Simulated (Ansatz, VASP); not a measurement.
## TiSn2O4 (TiSn2O4 (P4_2/mbc)): VASP beside Ansatz

Wanted: the spread between two codes on one cell, functional and k mesh. Of the first pair: The structure shown is the start of the Ansatz relaxation below; VASP solves that cell, so the two are compared at the walk's first step.

Program: Ansatz 0.2.0. Level of theory: plane waves, with VASP 6.6.1 beside it; single point at r2SCAN. Results are calculated unless marked as measured.

## (1) The structure

It takes space group P4_2/mbc (No. 135, tetragonal). The conventional cell has a = 8.533 Å, b = 8.533 Å, c = 5.930 Å, α = 90.00°, β = 90.00°, γ = 90.00°. Nearest to Ti lie 6 O at 1.97 to 1.98 Å. Nearest to Sn lie 3 O at 2.10 to 2.21 Å. O has 2 Ti at 1.98 Å and 1 Sn at 2.21 Å nearest. Nearest to O lie 1 Ti at 1.97 Å and 2 Sn at 2.10 Å. Farther neighbours and most contacts between anions are not listed.

## (2) Ansatz: relaxation, r2SCAN

Ansatz runs on its PAW soft_1 files.

The two programs are compared at the cell with which this relaxation starts, whose forces are those of its first step.

The input, input.yaml:

```yaml
crystal:
  lattice:
    - [8.533288, 0.0, 0.0]
    - [0.0, 8.533288, 0.0]
    - [0.0, 0.0, 5.9301597]
  atoms:
    - { symbol: Ti, position: [0.0, 0.5, 0.25] }
    - { symbol: Ti, position: [0.5, 0.0, 0.75] }
    - { symbol: Ti, position: [0.0, 0.5, 0.75] }
    - { symbol: Ti, position: [0.5, 0.0, 0.25] }
    - { symbol: Sn, position: [0.35253059, 0.33723711, 0.5] }
    - { symbol: Sn, position: [0.64746941, 0.66276289, 0.5] }
    - { symbol: Sn, position: [0.66276289, 0.35253059, 0.0] }
    - { symbol: Sn, position: [0.33723711, 0.64746941, 0.0] }
    - { symbol: Sn, position: [0.83723711, 0.85253059, 0.0] }
    - { symbol: Sn, position: [0.85253059, 0.16276289, 0.5] }
    - { symbol: Sn, position: [0.14746941, 0.83723711, 0.5] }
    - { symbol: Sn, position: [0.16276289, 0.14746941, 0.0] }
    - { symbol: O, position: [0.402301, 0.8802295, 0.5] }
    - { symbol: O, position: [0.597699, 0.1197705, 0.5] }
    - { symbol: O, position: [0.1197705, 0.402301, 0.0] }
    - { symbol: O, position: [0.8802295, 0.597699, 0.0] }
    - { symbol: O, position: [0.3802295, 0.902301, 0.0] }
    - { symbol: O, position: [0.902301, 0.6197705, 0.5] }
    - { symbol: O, position: [0.097699, 0.3802295, 0.5] }
    - { symbol: O, position: [0.6197705, 0.097699, 0.0] }
    - { symbol: O, position: [0.16357186, 0.66357186, 0.75] }
    - { symbol: O, position: [0.66357186, 0.83642814, 0.25] }
    - { symbol: O, position: [0.33642814, 0.16357186, 0.25] }
    - { symbol: O, position: [0.83642814, 0.33642814, 0.75] }
    - { symbol: O, position: [0.16357186, 0.66357186, 0.25] }
    - { symbol: O, position: [0.66357186, 0.83642814, 0.75] }
    - { symbol: O, position: [0.33642814, 0.16357186, 0.75] }
    - { symbol: O, position: [0.83642814, 0.33642814, 0.25] }
basis:
  ecutwfc: 500
  xc_grid: 2
hamiltonian:
  xc: r2scan
  pseudopotentials: { kind: paw, azcp: { folder: soft_1 } }
kpoints:
  mp_grid: { grid: [3, 3, 5] }
scf:
  occupations: { method: fermi_dirac, width: 0.01 }
  max_iter: 150
output:
  forces: true
  stress: true
relax:
  f_tol: 0.01
  max_steps: 60
  cell: {}
checkpoint:
  write: "../r2scan.run"
  compress: false
  write_wavefunctions: false
  write_every: 100000
```

Started as:

```
> ansatz run input.yaml --threads 4 --pin off --max-ram 6594MiB --backend cpu --events-out ev --progress --plain --runs-dir out
```

Numbers of over 12 decimals in the logs are rounded to 6 here.

The log of the run:

```text
Engine: ansatz 0.2.0, aarch64-unknown-linux-gnu
Pseudopotentials: kind: paw
Pseudopotential: Ti, paw, valence charge 12, recommended cutoff 500 eV (meta_gga), soft_1/Ti.paw.azcp
Pseudopotential: Sn, paw, valence charge 14, recommended cutoff 500 eV (meta_gga), soft_1/Sn.paw.azcp
Pseudopotential: O, paw, valence charge 6, recommended cutoff 500 eV (meta_gga), soft_1/O.paw.azcp
Functional definition: r2SCAN
  parameter k0 = 0.174
  parameter k1 = 0.065
  parameter a1 = 4.9479
  exchange = r2scan_x(k0 = k0, k1 = k1, a1 = a1)
  correlation = r2scan_c
Crystal: 28 atoms, lattice volume = 431.816 Å³
Basis set: ecut = 500 eV, 10957 PW (Γ), exchange–correlation on 128×128×90 points (8 copies of the dense FFT grid, shifted against one another)
Bands: 156, of which v1, the nominal top of the filled ones, is band 128 counted from 1 (127 counted from 0)
Symmetry: 16 space group operations
Space group: P42/mbc (ITA 135), of the structure as read, at distance tolerance 7.6e-5 Å
k-points: 9 of 45
Non-local potential: Ti, projectors of the file, l = 0: 3, l = 1: 2, l = 2: 3, l = 3: 1
Non-local potential: Sn, projectors of the file, l = 0: 2, l = 1: 2, l = 2: 2, l = 3: 1
Non-local potential: O, projectors of the file, l = 0: 2, l = 1: 2, l = 2: 1
PAW form: soft (Blöchl's): semilocal exchange-correlation on the pseudo side does not see the compensation charge
PAW frozen core: Ti, regenerated for the run's functional (the file was generated under x = pbe(κ = 0.804, μ = 0.219515), c = pbe(β = 0.066725))
PAW frozen core: Sn, regenerated for the run's functional (the file was generated under x = pbe(κ = 0.804, μ = 0.219515), c = pbe(β = 0.066725))
PAW frozen core: O, regenerated for the run's functional (the file was generated under x = pbe(κ = 0.804, μ = 0.219515), c = pbe(β = 0.066725))
PAW one-centre angular grid: Ti, 590 points (default); XC on 160 Gauss nodes
PAW one-centre angular grid: Sn, 590 points (default); XC on 160 Gauss nodes
PAW one-centre angular grid: O, 302 points (default); XC on 160 Gauss nodes
Initial density: superposition of atomic densities (chi_scale 0.1, normalization cell, long waves kept (reshape's long-wave potential 0.25 eV rms))
Initial wavefunctions: pseudopotential atomic-orbital guess
Functional: x = r2scan, c = r2scan; τ floored in thin density (d = 2e-4 eV/Å³)
SCF iter   1: F=—  HF=-67444.627438 eV  |F-HF|=—  |Δ(HF+E_count)|=         —  Δρ=5.36e-2  dr2=1.29e1  dr2_τ=1.50e0  ethr=3.10e-3  ⟨swp⟩=6.0  Hψ=5188  notcnv=0
preconditioner: auto → Resta (q_TF=auto, 2.501 Å⁻¹)  ε∞=3.7  [insulator: Δε(μ)=1.577 eV  Ē_g=16.309 eV  σ=0.010 eV  W_gap=1.00  n_scr=112 (ndim 8)  ℏωp=26.7 eV  f_vac=0.002  D(μ)=0.00/eV (n_scr^D=0)  ε∞_Penn≈3.7]
SCF iter   2: F=—  HF=-67444.263339 eV  |F-HF|=—  |Δ(HF+E_count)|=   3.64e-1  Δρ=2.93e-2  dr2=3.49e0  dr2_τ=2.19e-1  ethr=3.10e-3  ⟨swp⟩=3.0  Hψ=2788  notcnv=0  defer=202
SCF iter   3: F=—  HF=-67444.828172 eV  |F-HF|=—  |Δ(HF+E_count)|=   5.65e-1  Δρ=2.04e-2  dr2=2.16e0  dr2_τ=1.56e-1  ethr=1.36e-3  ⟨swp⟩=3.2  Hψ=2169  notcnv=0  defer=129
automatic band count: iteration 3 solves 148 bands in place of 156: the levels show a gap, and the empty bands left out lie too high to hold charge; the band table lists the bands solved (type scf.n_extra_bands for more)
SCF iter   4: F=—  HF=-67444.592793 eV  |F-HF|=—  |Δ(HF+E_count)|=   2.35e-1  Δρ=5.19e-3  dr2=8.00e-2  dr2_τ=4.55e-3  ethr=8.43e-4  ⟨swp⟩=2.3  Hψ=2055  notcnv=0  defer=135
SCF iter   5: F=—  HF=-67444.617468 eV  |F-HF|=—  |Δ(HF+E_count)|=   2.47e-2  Δρ=2.16e-3  dr2=1.63e-2  dr2_τ=1.92e-3  ethr=3.13e-5  ⟨swp⟩=3.0  Hψ=1976  notcnv=0  defer=135
SCF iter   6: F=—  HF=-67444.616238 eV  |F-HF|=—  |Δ(HF+E_count)|=   1.23e-3  Δρ=7.37e-4  dr2=2.21e-3  dr2_τ=2.37e-4  ethr=6.35e-6  ⟨swp⟩=2.3  Hψ=1887  notcnv=0  defer=135
SCF iter   7: F=—  HF=-67444.616479 eV  |F-HF|=—  |Δ(HF+E_count)|=   2.41e-4  Δρ=2.62e-4  dr2=2.63e-4  dr2_τ=2.07e-5  ethr=8.62e-7  ⟨swp⟩=2.0  Hψ=1824  notcnv=0  defer=135
SCF iter   8: F=—  HF=-67444.616630 eV  |F-HF|=—  |Δ(HF+E_count)|=   1.51e-4  Δρ=9.93e-5  dr2=4.49e-5  dr2_τ=2.99e-6  ethr=1.03e-7  ⟨swp⟩=2.0  Hψ=1845  notcnv=0  defer=135
SCF iter   9: F=—  HF=-67444.616948 eV  |F-HF|=—  |Δ(HF+E_count)|=   3.18e-4  Δρ=2.19e-5  dr2=2.34e-6  dr2_τ=8.68e-8  ethr=1.75e-8  ⟨swp⟩=2.6  Hψ=2475  notcnv=0  defer=135
SCF iter  10: F=—  HF=-67444.616951 eV  |F-HF|=—  |Δ(HF+E_count)|=   2.88e-6  Δρ=6.44e-6  dr2=2.13e-7  dr2_τ=8.12e-9  ethr=9.14e-10  ⟨swp⟩=2.0  Hψ=1931  notcnv=0  defer=135
[...]
SCF 1 converged in 11 iterations: F = -67444.616951 eV  dr2 = 1.36e-8
[...]
preconditioner: auto → Resta (q_TF=auto, 2.501 Å⁻¹)  ε∞=4.1  [insulator: Δε(μ)=1.223 eV  Ē_g=15.135 eV  σ=0.010 eV  W_gap=1.00  n_scr=112 (ndim 8)  ℏωp=26.8 eV  f_vac=0.035  D(μ)=0.00/eV (n_scr^D=0)  ε∞_Penn≈4.1]
SCF iter   2: F=—  HF=-67444.622535 eV  |F-HF|=—  |Δ(HF+E_count)|=   3.64e-5  Δρ=3.66e-5  dr2=4.25e-6  dr2_τ=2.74e-7  ethr=5.56e-9  ⟨swp⟩=2.1  Hψ=2366  notcnv=0
SCF iter   3: F=—  HF=-67444.622535 eV  |F-HF|=—  |Δ(HF+E_count)|=   1.60e-7  Δρ=2.55e-5  dr2=2.72e-6  dr2_τ=2.68e-7  ethr=1.66e-9  ⟨swp⟩=2.0  Hψ=1980  notcnv=0
[...]
SCF iter   2: F=—  HF=-67444.622346 eV  |F-HF|=—  |Δ(HF+E_count)|=   2.89e-4  Δρ=2.11e-6  dr2=2.48e-9  dr2_τ=2.43e-9  ethr=4.36e-12  ⟨swp⟩=3.0  Hψ=3234  notcnv=0
SCF iter   3: F=—  HF=-67444.622346 eV  |F-HF|=—  |Δ(HF+E_count)|=   6.00e-9  Δρ=5.85e-7  dr2=5.90e-10  dr2_τ=2.12e-10  ethr=1.00e-12  ⟨swp⟩=2.0  Hψ=2052  notcnv=0
SCF iter   4: F=-67444.622346 eV  HF=-67444.622346 eV  |F-HF|=2.91e-11  |Δ(HF+E_count)|=  3.64e-10  Δρ=1.81e-7  dr2=1.30e-10  dr2_τ=1.91e-11  ethr=1.00e-12  ⟨swp⟩=5.0  Hψ=4434  notcnv=0
SCF 5 converged in 4 iterations: F = -67444.622346 eV  dr2 = 1.30e-10
relax step   5: F+E_penalty+E_count = -67444.62234566 eV  Δ(F+E_penalty+E_count) = +1.889e-4 eV  max|allowed force component| = 4.405e-3 eV/Å  Δτ_max = 0.0000 Å  P = +0.004 GPa  Ω = 431.332 Å³  stress off target by 9.14e-3 GPa  SCF on the basis re-selected at this cell (its energy is not comparable with the rows above)  (4 SCF iters)
basis re-selected at this cell: Δ(F+E_penalty+E_count) = +1.889e-4 eV, ΔP = +0.001 GPa vs the last step (what re-selecting the basis moved, of the pressure what is left beyond the Pulay correction that the steps carried, after the strain that the cell walked since its last selection, with what the two solves' SCF thresholds leave and, on support functions, any second-order correction that the steps lacked; it is no m [...]
SCF converged after 4 iterations
Free energy (F): -67444.622346 eV
Harris-Foulkes:  -67444.622346 eV  (|F-HF|=2.91e-11)
Internal energy: -67444.622346 eV  (E = F + TS)
E sigma→0 (E₀):  -67444.622346 eV
Fermi energy:    9.070576 eV
--- Per-component energies (eV) ---
  E_band       = -1960.969545
  E_kinetic    = 5164.591285
  E_local      = -21105.730331  (includes V_loc(G=0)·N_el)
  E_nonlocal   = 2210.684932
  E_hartree    = 9310.574173
  E_xc         = -2513.111073
  E_vxc        = -2966.603294  (∫ρ·V_xc dr)
  E_paw        = -41979.241864  (= ΣΔE_a)
  E_vpaw       = -4075.455514  (= ΣTr[D̂ρ^β])
  E_aug_tail   = 0.005020  (compensation charges beyond the density's cutoff)
  E_vtau       = 190.389784  (kinetic-family band-sum trace: ∫τ·v_τ [+ j·A + Jᵃ·Aᵃ] dr)
  E_ewald      = -18536.752174
  E_core_change = 4.357686  (= ΣΔE_core)
  E_smearing   = -0.000000  (= −TS)
  E_closure    = 0.000000  (closes the sum)
  Σ components = -67444.622346   (vs F -67444.622346, Δ=0.00e0)
--- Forces (eV/Å), atoms counted from 1 ---
  atom   1  Ti     0.00000000     0.00000000    -0.00000000
  atom   2  Ti     0.00000000    -0.00000000    -0.00000000
  atom   3  Ti     0.00000000     0.00000000     0.00000000
  atom   4  Ti     0.00000000    -0.00000000     0.00000000
  atom   5  Sn    -0.00003399    -0.00225597     0.00000000
  atom   6  Sn     0.00003399     0.00225597     0.00000000
  atom   7  Sn     0.00225597    -0.00003399     0.00000000
  atom   8  Sn    -0.00225597     0.00003399     0.00000000
  atom   9  Sn    -0.00225597    -0.00003399     0.00000000
  atom  10  Sn    -0.00003399     0.00225597     0.00000000
  atom  11  Sn     0.00003399    -0.00225597     0.00000000
  atom  12  Sn     0.00225597     0.00003399     0.00000000
  atom  13  O     -0.00031887     0.00412987     0.00000000
  atom  14  O      0.00031887    -0.00412987     0.00000000
  atom  15  O     -0.00412987    -0.00031887     0.00000000
  atom  16  O      0.00412987     0.00031887     0.00000000
  atom  17  O      0.00412987    -0.00031887     0.00000000
  atom  18  O     -0.00031887    -0.00412987     0.00000000
  atom  19  O      0.00031887     0.00412987     0.00000000
  atom  20  O     -0.00412987     0.00031887     0.00000000
  atom  21  O      0.00440521     0.00440521    -0.00000000
  atom  22  O      0.00440521    -0.00440521     0.00000000
  atom  23  O     -0.00440521     0.00440521    -0.00000000
  atom  24  O     -0.00440521    -0.00440521     0.00000000
  atom  25  O      0.00440521     0.00440521    -0.00000000
  atom  26  O      0.00440521    -0.00440521     0.00000000
  atom  27  O     -0.00440521     0.00440521    -0.00000000
  atom  28  O     -0.00440521    -0.00440521     0.00000000
  max |Σ_I F_I| component: 6.94e-18 eV/Å
--- Stress (GPa, compression-positive) ---
        0.009138       0.000000       0.000000
        0.000000       0.009138       0.000000
        0.000000       0.000000      -0.005057
  P = ⅓ Tr σ = 0.0044 GPa (0.044 kbar)
--- Relaxed structure (4 steps of the walk, 4 accepted, 1 SCFs on fresh bases) ---
  F+E_penalty+E_count = -67444.62234566 eV   max|allowed force component| = 4.405e-3 eV/Å   (the final SCF, on the basis selected at the relaxed cell)
  cell:  # Å, volume = 431.3319 Å³
    - [8.534455, 0, 0.0]
    - [0, 8.534455, 0.0]
    - [0.0, 0.0, 5.921886]
  atoms:
    - { symbol: Ti, position: [0, 0.500000, 0.250000] }
    - { symbol: Ti, position: [0.500000, 0, 0.750000] }
    - { symbol: Ti, position: [0, 0.500000, 0.750000] }
    - { symbol: Ti, position: [0.500000, 0, 0.250000] }
    - { symbol: Sn, position: [0.352047, 0.336629, 0.500000] }
    - { symbol: Sn, position: [0.647953, 0.663371, 0.500000] }
    - { symbol: Sn, position: [0.663371, 0.352047, 0] }
    - { symbol: Sn, position: [0.336629, 0.647953, 0] }
    - { symbol: Sn, position: [0.836629, 0.852047, 0] }
    - { symbol: Sn, position: [0.852047, 0.163371, 0.500000] }
    - { symbol: Sn, position: [0.147953, 0.836629, 0.500000] }
    - { symbol: Sn, position: [0.163371, 0.147953, 0] }
    - { symbol: O, position: [0.402172, 0.880781, 0.500000] }
    - { symbol: O, position: [0.597828, 0.119219, 0.500000] }
    - { symbol: O, position: [0.119219, 0.402172, 0] }
    - { symbol: O, position: [0.880781, 0.597828, 0] }
    - { symbol: O, position: [0.380781, 0.902172, 0] }
    - { symbol: O, position: [0.902172, 0.619219, 0.500000] }
    - { symbol: O, position: [0.097828, 0.380781, 0.500000] }
    - { symbol: O, position: [0.619219, 0.097828, 0] }
    - { symbol: O, position: [0.163420, 0.663420, 0.750000] }
    - { symbol: O, position: [0.663420, 0.836580, 0.250000] }
    - { symbol: O, position: [0.336580, 0.163420, 0.250000] }
    - { symbol: O, position: [0.836580, 0.336580, 0.750000] }
    - { symbol: O, position: [0.163420, 0.663420, 0.250000] }
    - { symbol: O, position: [0.663420, 0.836580, 0.750000] }
    - { symbol: O, position: [0.336580, 0.163420, 0.750000] }
    - { symbol: O, position: [0.836580, 0.336580, 0.250000] }
```

In the SCF lines HF is the Harris–Foulkes energy and dr2 the Hartree energy of the density residual, in eV; the loop may stop once dr2 is under the threshold and the program's other checks hold. Hψ counts applications of the Hamiltonian.

[end of part 1 of 3]

[Lines on the potential files, build, host, timing and source positions are cut from VASP's logs without a mark.]

[Logs are printed without paths, hosts, clocks, repeated set-up lines and the standing remarks that a program may print on its own settings, such as how far it seeks lower states.]

[Hosts, paths, dates, database ids (printed as entryN), source tags and the programs' standing remarks are cut or masked in the printed files.]
